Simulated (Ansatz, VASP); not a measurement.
# Cross-check of GaCo between VASP and Ansatz, part 2 of 2

Aim: how closely do two programs agree when they are given the same cell, functional and k mesh? The cell is taken from a series of runs on this material, whose earlier steps may have relaxed, scaled, displaced or heated it; both programs get it as it stands.

VASP 6.6.1 and Ansatz 0.2.0.

So far: The structure; Ansatz: single point, r2SCAN.

## Step 3: VASP: single point, r2SCAN

Level of this step: r2SCAN, spin-polarised from a ferrimagnetic start; plane waves and PAW (Ga_d, Co) (VASP).

The same cell, functional, mesh and smearing now go to VASP, with its own data sets.

Lines of VASP's logs that name or quote its potential files are left out, and so is its time.

INCAR reads:

```
SYSTEM = GaCo
PREC = Accurate
ENCUT = 580
EDIFF = 1E-06
NELM = 200
ISMEAR = -1
SIGMA = 0.1
LREAL = .FALSE.
ALGO = Normal
METAGGA = R2SCAN
LASPH = .TRUE.
NBANDS = 44
ISPIN = 2
MAGMOM = -0.03 0 0 0.65 0.65 -0.73
LMAXMIX = 4
LORBIT = 11
LWAVE = .FALSE.
LCHARG = .FALSE.
ISIF = 2
GGA_COMPAT = .FALSE.
LMIXTAU = .TRUE.
KPAR = 2
```

POSCAR reads:

```
GaCo
1.0
    2.8780000000      0.0000000000      0.0000000000
    0.0000000000      2.8780000000      0.0000000000
    0.0000000000      0.0000000000      8.6340000000
Ga Co
3 3
Direct
    0.5000000000      0.5000000000      0.1666666667
    0.5000000000      0.5000000000      0.5000000000
    0.5000000000      0.5000000000      0.8333333333
    0.0000000000      0.0000000000      1.0000000000
    0.0000000000      0.0000000000      0.3333333333
    0.0000000000      0.0000000000      0.6666666667
```

KPOINTS reads:

```
Automatic mesh
0
Gamma
13 13 5
0 0 0
```

The projector-augmented-wave data sets are Ga_d and Co (PBE family, release 64).

Started as:

```sh
mpirun -np 2 vasp_std
```

Numbers of over 12 decimals in the logs are rounded to 6 here.

The program printed:

```text
[banner, memory and clock lines left out]
running    2 mpi-ranks, on    1 nodes
 distrk:  each k-point on    1 cores,    2 groups
 distr:  one band on    1 cores,    1 groups

 POSCAR found type information on POSCAR GaCo
 POSCAR found :  2 types and       6 ions
|                                                                             |
|               ----> ADVICE to this user running VASP <----                  |
|                                                                             |
|     You enforced a specific xc type in the INCAR file but a different       |
|     [... a line on the potential file left out ...]
|     I HOPE YOU KNOW WHAT YOU ARE DOING!                                     |
|                                                                             |

 LDA part: xc-table for (None), standard interpolation
 POSCAR, INCAR and KPOINTS ok, starting setup
 FFT: planning ... GRIDC
 FFT: planning ... GRID_SOFT
 FFT: planning ... GRID
 WAVECAR not read
 entering main loop
       N       E                     dE             d eps       ncg     rms          rms(c)
DAV:   1     0.531286458570E+03    0.53129E+03   -0.30838E+04 15632   0.303E+03
DAV:   2     0.662704810900E+01   -0.52466E+03   -0.49408E+03 14784   0.620E+02
DAV:   3    -0.819856759595E+02   -0.88613E+02   -0.84177E+02 15500   0.214E+02
DAV:   4    -0.859016860199E+02   -0.39160E+01   -0.38715E+01 17176   0.499E+01
DAV:   5    -0.860460669758E+02   -0.14438E+00   -0.14429E+00 23024   0.858E+00    0.191E+01
DAV:   6    -0.866361823292E+02   -0.59012E+00   -0.57149E+01 16360   0.843E+01    0.240E+01
DAV:   7    -0.771009897239E+02    0.95352E+01   -0.21589E+01 16100   0.593E+01    0.235E+00
DAV:   8    -0.752088325629E+02    0.18922E+01   -0.17424E+00 17664   0.115E+01    0.324E+00
DAV:   9    -0.752296505374E+02   -0.20818E-01   -0.33418E-01 18084   0.110E+01    0.297E+00
DAV:  10    -0.752239780233E+02    0.56725E-02   -0.18696E-01 17736   0.672E+00    0.850E-01
DAV:  11    -0.752416684506E+02   -0.17690E-01   -0.69012E-02 19764   0.264E+00    0.558E-01
DAV:  12    -0.752486789558E+02   -0.70105E-02   -0.23789E-02 19256   0.234E+00    0.404E-01
DAV:  13    -0.752528874264E+02   -0.42085E-02   -0.11880E-02 22980   0.129E+00    0.387E-01
DAV:  14    -0.752529940439E+02   -0.10662E-03   -0.41464E-03 17320   0.838E-01    0.142E-01
DAV:  15    -0.752528179982E+02    0.17605E-03   -0.11004E-03 20776   0.350E-01    0.513E-02
DAV:  16    -0.752530081559E+02   -0.19016E-03   -0.21199E-04 18524   0.140E-01    0.315E-02
DAV:  17    -0.752530140608E+02   -0.59050E-05   -0.60467E-05 19840   0.854E-02    0.172E-02
DAV:  18    -0.752530451557E+02   -0.31095E-04   -0.21805E-05 18796   0.535E-02    0.937E-03
DAV:  19    -0.752530499094E+02   -0.47536E-05   -0.61343E-06 16072   0.342E-02    0.392E-03
DAV:  20    -0.752530490354E+02    0.87394E-06   -0.11457E-06  9072   0.148E-02
   1 F= -.75253049E+02 E0= -.75210947E+02  d E =-.842045E-01  mag=     0.4428
```

OUTCAR, selected parts (step 3):

```text
ion  position               nearest neighbor table
   1  0.500  0.500  0.167-   5 2.49   5 2.49   5 2.49   5 2.49   4 2.49   4 2.49   4 2.49   4 2.49
                             2 2.88   3 2.88
   2  0.500  0.500  0.500-   5 2.49   6 2.49   5 2.49   6 2.49   5 2.49   6 2.49   5 2.49   6 2.49
                             1 2.88   3 2.88
   3  0.500  0.500  0.833-   6 2.49   6 2.49   6 2.49   6 2.49   4 2.49   4 2.49   4 2.49   4 2.49
                             2 2.88   1 2.88
   4  0.000  0.000  0.000-   1 2.49   3 2.49   1 2.49   3 2.49   1 2.49   3 2.49   1 2.49   3 2.49
                             5 2.88   6 2.88
   5  0.000  0.000  0.333-   1 2.49   1 2.49   1 2.49   1 2.49   2 2.49   2 2.49   2 2.49   2 2.49
                             4 2.88   6 2.88
   6  0.000  0.000  0.667-   3 2.49   3 2.49   3 2.49   3 2.49   2 2.49   2 2.49   2 2.49   2 2.49
                             4 2.88   5 2.88

  LATTYP: Found a simple tetragonal cell.
 ALAT       =     2.8780000000
 C/A-ratio  =     3.0000000000

 Subroutine GETGRP returns: Found 16 space group operations
 (whereof 16 operations were pure point group operations)

The static configuration has the point symmetry D_4h.

 Found     84 irreducible k-points:

   k-points           NKPTS =     84   k-points in BZ     NKDIM =     84   number of bands    NBANDS=     44

   dimension x,y,z NGX =    24 NGY =   24 NGZ =   70
   dimension x,y,z NGXF=    48 NGYF=   48 NGZF=  140

   ENCUT  =  580.0 eV  42.63 Ry    6.53 a.u.   5.65  5.65 16.95*2*pi/ulx,y,z

   NELECT =      66.0000    total number of electrons

 k-points in reciprocal lattice and weights: Automatic mesh
   0.00000000  0.00000000  0.00000000       0.001
   0.07692308  0.00000000  0.00000000       0.005
   0.15384615  0.00000000  0.00000000       0.005
   0.23076923  0.00000000  0.00000000       0.005
   0.30769231  0.00000000  0.00000000       0.005
   0.38461538  0.00000000  0.00000000       0.005
   0.46153846  0.00000000  0.00000000       0.005
   0.07692308  0.07692308  0.00000000       0.005
   0.15384615  0.07692308  0.00000000       0.009
[...]
0.46153846  0.38461538  0.40000000       0.019
   0.46153846  0.46153846  0.40000000       0.009

 average (electrostatic) potential at core
       1 -65.4815       2 -65.4956       3 -65.4956       4 -83.4235       5 -83.4235
       6 -83.4666

 E-fermi :   9.5016

 spin component 1
 k-point     1 :       0.0000    0.0000    0.0000
  band No.  band energies     occupation
    ...
     29       8.6201      0.99985
     30       8.6228      0.99985
     31       8.7956      0.99914
     32       8.7956      0.99914
     33       8.8890      0.99782
     34       9.5631      0.35093
     35      10.2974      0.00035
     36      15.1633      0.00000
     37      15.1633      0.00000
     38      15.1706      0.00000
    ...

 k-point     2 :       0.0769    0.0000    0.0000
  band No.  band energies     occupation
    ...
     29       8.5584      0.99992
     30       8.5865      0.99989
     31       8.7106      0.99963
     32       8.8018      0.99909
     33       8.8382      0.99869
     34       9.6370      0.20521
     35      10.3355      0.00024
     36      14.2508      0.00000
     37      15.3666      0.00000
     38      15.3737      0.00000
    ...

 k-point     3 :       0.1538    0.0000    0.0000
  band No.  band energies     occupation
    ...
     29       8.3896      0.99999
     30       8.4933      0.99996
     31       8.4991      0.99996
     32       8.7126      0.99963
     33       8.8164      0.99894
     34       9.8075      0.04483
     35      10.4334      0.00009
     36      12.5468      0.00000
     37      15.1203      0.00000
     38      15.1391      0.00000
    ...

 k-point     4 :       0.2308    0.0000    0.0000
  band No.  band energies     occupation
    ...
     29       8.1651      1.00000
     30       8.2371      1.00000
     31       8.3793      0.99999
     32       8.5568      0.99992
     33       8.8363      0.99871
     34       9.9512      0.01103
     35      10.4639      0.00007
     36      11.1127      0.00000
     37      13.4275      0.00000
     38      13.4582      0.00000
    ...

 k-point     5 :       0.3077    0.0000    0.0000
  band No.  band energies     occupation
    ...
     29       8.0657      1.00000
     30       8.1031      1.00000
     31       8.3045      0.99999
     32       8.4047      0.99998
     33       8.8597      0.99837
     34       9.8192      0.04008
     35       9.8660      0.02550
     36      10.7514      0.00000
     37      12.4977      0.00000
     38      12.5044      0.00000
    ...

 k-point     6 :       0.3846    0.0000    0.0000
  band No.  band energies     occupation
    ...
     31       8.2800      1.00000
     32       8.3051      0.99999
     33       8.8821      0.99796
     34       9.3421      0.83141
     35       9.3530      0.81559
     36      10.6069      0.00002
     37      12.4919      0.00000
     38      12.5407      0.00000
     39      16.0007      0.00000
     40      16.0917      0.00000
    ...

  Total       -1.4000631     -1.4000631     -2.9363031      0.0000000      0.0000000      0.0000000
  in kB      -31.3663918    -31.3663918    -65.7836309      0.0000000      0.0000000      0.0000000
  external PRESSURE =     -42.8388048 kB  Pullay stress =       0.0000000 kB

  energy-cutoff  :      580.00
  volume of cell :       71.51
      direct lattice vectors                 reciprocal lattice vectors
     2.878000000  0.000000000  0.000000000     0.347463516  0.000000000  0.000000000
     0.000000000  2.878000000  0.000000000     0.000000000  0.347463516  0.000000000
     0.000000000  0.000000000  8.634000000     0.000000000  0.000000000  0.115821172

 POSITION                                       TOTAL-FORCE (eV/Angst)
 -----------------------------------------------------------------------------------
      1.43900      1.43900      1.43900         0.000000     -0.000000      0.000000
      1.43900      1.43900      4.31700         0.000000      0.000000     -0.034010
      1.43900      1.43900      7.19500         0.000000      0.000000      0.034010
      0.00000      0.00000      0.00000         0.000000     -0.000000     -0.033970
      0.00000      0.00000      2.87800         0.000000     -0.000000      0.033970
      0.00000      0.00000      5.75600         0.000000     -0.000000      0.000000
 -----------------------------------------------------------------------------------
    total drift:                                0.000000     -0.000000     -0.000090

  FREE ENERGIE OF THE ION-ELECTRON SYSTEM (eV)
  ---------------------------------------------------
  free  energy   TOTEN  =       -75.2530490354 eV

  energy  without entropy=      -75.1688445069  energy(sigma->0) =      -75.21094677

 total charge
# of ion       s       p       d       tot
------------------------------------------
    1        0.817   0.888  10.057  11.762
    2        0.817   0.892  10.056  11.765
    3        0.817   0.892  10.056  11.765
    4        0.409   0.481   7.494   8.384
    5        0.409   0.481   7.494   8.384
    6        0.410   0.483   7.488   8.382
--------------------------------------------------
tot          3.681   4.117  52.644  60.442

 magnetization (x)
# of ion       s       p       d       tot
------------------------------------------
    1       -0.002  -0.027  -0.015  -0.044
    2       -0.000   0.001  -0.001   0.001
    3       -0.000   0.001  -0.001   0.001
    4        0.002  -0.016   0.639   0.625
    5        0.002  -0.016   0.639   0.625
    6       -0.004   0.012  -0.716  -0.708
--------------------------------------------------
tot         -0.003  -0.044   0.546   0.500

[... 6 further parts left out ...]
```

The magnetic state follows from one typed start and may not be the lowest. SCAN-type functionals tend to overstate the moments of itinerant magnets.

## Step 4: Comparison

Known differences besides the potentials themselves: VASP starts from the moments at which Ansatz ended; VASP keeps PBE cores, Ansatz makes them for the functional; the data sets hold 90 valence electrons in Ansatz (on its default PAW (the set named soft_2) files) and 66 in VASP; the cutoff is 500 eV in Ansatz and 580 eV in VASP; site moments are counted in spheres of each program's own size. Total energies have different zeros and are not compared.

Compared:

| quantity | Ansatz | VASP | difference |
| --- | --- | --- | --- |
| total moment (μB) | 0.45 | 0.44 | +0.01 |
| moment on Co6 (μB) | -0.73 | -0.71 | -0.03 |
| moment on Co4 (μB) | 0.65 | 0.62 | +0.03 |
| moment on Co5 (μB) | 0.65 | 0.62 | +0.03 |

## Step 5: Summary of results

- difference in total moment (single point, r2SCAN): 0.0078 μB

In words: The difference in total moment is 0.0078 μB (single point, r2SCAN). The data sets hold unlike numbers of valence electrons (90 in Ansatz and 66 in VASP), so part of the differences comes from the potentials. How closely two codes agree says nothing of how well the functional describes the real material.

[Lines on the potential files, build, host, timing and source positions are cut from VASP's logs without a mark.]

[Logs are printed without paths, hosts, clocks, repeated set-up lines and the standing remarks that a program may print on its own settings, such as how far it seeks lower states.]

[Hosts, paths, dates, database ids (printed as entryN), source tags and the programs' standing remarks are cut or masked in the printed files.]
